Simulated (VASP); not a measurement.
An input for Quantum ESPRESSO's pw.x (written as the equivalent of a VASP run, and not itself run):

```
&CONTROL
  calculation = 'vc-relax'
  pseudo_dir = './pseudo'
  outdir = './out'
  tprnfor = .true.
  tstress = .true.
  nstep = 60
  forc_conv_thr = 0.00078
/
&SYSTEM
  ibrav = 0
  nat = 6
  ntyp = 2
  ecutwfc = 86
  occupations = 'smearing'
  smearing = 'gaussian'
  degauss = 0.003675
  input_dft = 'rpbe'
/
&ELECTRONS
  conv_thr = 7.3e-08
  electron_maxstep = 100
/
&IONS
/
&CELL
/
ATOMIC_SPECIES
  Mo 95.950 Mo.upf
  Se 78.971 Se.upf
CELL_PARAMETERS angstrom
     1.6751130   -2.9013813    0.0000000
     1.6751130    2.9013813   -0.0000000
    -0.0000000    0.0000000   15.4091242
ATOMIC_POSITIONS crystal
  Mo   0.3333330  0.6666670  0.2500000
  Mo   0.6666670  0.3333330  0.7500000
  Se   0.3333330  0.6666670  0.8585876
  Se   0.6666670  0.3333330  0.3585876
  Se   0.6666670  0.3333330  0.1414124
  Se   0.3333330  0.6666670  0.6414124
K_POINTS automatic
  7 7 2 0 0 0
```

Question: Write the VASP files for the same calculation (RPBE).

Answer: Several could match; the one computed here: 
### KPOINTS
```
Automatic mesh
0
Gamma
7 7 2
0 0 0
```

**POSCAR**
```
MoSe2
1
    1.6751130122    -2.9013812870     0.0000000000
    1.6751130122     2.9013812870    -0.0000000000
   -0.0000000000     0.0000000000    15.4091242449
Mo Se
2 4
Direct
  0.3333330000   0.6666670000   0.2500000000
  0.6666670000   0.3333330000   0.7500000000
  0.3333330000   0.6666670000   0.8585875763
  0.6666670000   0.3333330000   0.3585875763
  0.6666670000   0.3333330000   0.1414124237
  0.3333330000   0.6666670000   0.6414124237
```

### INCAR
```
ALGO = Normal
EDIFF = 1E-6
EDIFFG = -0.02
ENCUT = 520
GGA = RP
IBRION = 2
ISIF = 3
ISMEAR = 0
LASPH = .TRUE.
LCHARG = .FALSE.
LMAXMIX = 4
LREAL = .FALSE.
LWAVE = .FALSE.
NELM = 100
NSW = 60
PREC = Accurate
SIGMA = 0.05
SYSTEM = MoSe2
```

POTCAR, in this order: Mo_sv Se (PBE.64 set). Program: vasp_std.

The two are equivalent in intent, not identical: the potentials are each code's own (VASP's PAW set, PseudoDojo norm-conserving files in pw.x), so ENCUT and ecutwfc are chosen apart and not converted; conv_thr bounds pw.x's estimated SCF error, while EDIFF bounds the energy change between steps; forc_conv_thr acts on force components and is met together with etot_conv_thr.

The compound is MoSe2 in the 2H layered structure. This run relaxes it. Symmetry was kept, so distortions that lower it aren't found. The start is the result of an earlier pass.
